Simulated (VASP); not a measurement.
Consider the following.

```xyz
16
Lattice="6.4007 0.0000 0.0000 0.0000 6.4007 0.0000 0.0000 0.0000 6.5736" Properties=species:S:1:pos:R:3 pbc="T T T"
Pd     0.0000     3.2003     0.0000
Pd     3.2003     0.0000     3.2868
Pd     0.0000     0.0000     1.6434
Pd     0.0000     0.0000     4.9302
Pd     3.0135     1.6505     0.0000
Pd     3.3871     4.7501     0.0000
Pd     4.7501     3.0135     3.2868
Pd     1.6505     3.3871     3.2868
S      1.2444     1.9638     1.4989
S      5.1563     4.4368     1.4989
S      4.4368     1.2444     4.7857
S      1.9638     5.1563     4.7857
S      5.1563     4.4368     5.0747
S      1.2444     1.9638     5.0747
S      1.9638     5.1563     1.7879
S      4.4368     1.2444     1.7879
```

Level of theory: PBEsol GGA, VASP's PBE PAW potentials (set 64) (plane waves; VASP 6.6.1). Numerical set-up: LREAL = Auto, 400 eV cut-off, 4×4×4 Γ-centred mesh, tetrahedra with Blöchl corrections, potentials Pd S.

Task: Predict the energy per atom (σ→0), band gap (on the k-mesh) with the smallest direct gap where there is one.

Result: 
```
Item                                                         Value
------------------------  ----------------------------------------
band gap (on the k-mesh)  none (metal, semimetal or under 0.01 eV)
energy per atom (σ→0)                               -5.602 eV/atom
```

Only differences to runs with the same potentials and settings are physical.

The compound is PdS in the sg84 structure. It was relaxed first.
